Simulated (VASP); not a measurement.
Given:

```yaml
crystal:
  lattice:
    - [4.22222, 0.00000, 0.00000]
    - [0.00000, 4.22222, 0.00000]
    - [0.00000, 0.00000, 2.69697]
  atoms:
    - { symbol: Si, position: [0.00000, 0.00000, 0.00000] }
    - { symbol: Si, position: [0.50000, 0.50000, 0.50000] }
    - { symbol: O, position: [0.30600, 0.30600, 0.00000] }
    - { symbol: O, position: [0.80600, 0.19400, 0.50000] }
    - { symbol: O, position: [0.19400, 0.80600, 0.50000] }
    - { symbol: O, position: [0.69400, 0.69400, 0.00000] }
```

These are PBE GGA, VASP's PBE PAW potentials (set 64) (plane waves; VASP 6.6.1) values and carry that method's errors. Numerical set-up: 400 eV cut-off, 5×5×8 Γ-centred mesh, Fermi-Dirac smearing of 0.050 eV, potentials Si O.

Give the energies of bands 6 to 19 at the high-symmetry points, in eV from the valence-band maximum.

| band | Γ | X | M | Z | R | A |
|---|---|---|---|---|---|---|
| 6 | -6.27 | -9.13 | -7.77 | -9.38 | -9.24 | -10.57 |
| 7 | -6.27 | -4.49 | -5.78 | -6.74 | -7.94 | -7.93 |
| 8 | -5.99 | -4.49 | -5.78 | -6.74 | -7.94 | -7.93 |
| 9 | -5.29 | -4.40 | -3.98 | -6.17 | -6.38 | -4.45 |
| 10 | -4.96 | -4.40 | -3.98 | -6.17 | -6.38 | -4.45 |
| 11 | -3.06 | -3.75 | -3.18 | -4.54 | -3.86 | -4.40 |
| 12 | -3.06 | -3.75 | -3.18 | -4.54 | -3.86 | -4.40 |
| 13 | -2.51 | -2.64 | -2.62 | -2.94 | -2.22 | -1.71 |
| 14 | -0.87 | -2.64 | -2.62 | -2.94 | -2.22 | -1.71 |
| 15 | -0.87 | -1.04 | -2.18 | -2.58 | -1.69 | -1.49 |
| 16 | 0.00 | -1.04 | -2.18 | -2.58 | -1.69 | -1.49 |
| 17 | 5.02 | 7.30 | 7.03 | 8.66 | 8.44 | 6.79 |
| 18 | 6.57 | 7.30 | 7.03 | 8.66 | 8.44 | 6.79 |
| 19 | 8.22 | 8.83 | 9.76 | 12.35 | 9.51 | 10.79 |

The gap is direct, 5.02 eV, from the valence maximum at Γ to the conduction minimum at Γ.

The structure is a typed SiO2 crystal (P4_2/mnm). The cell was not relaxed at this level.
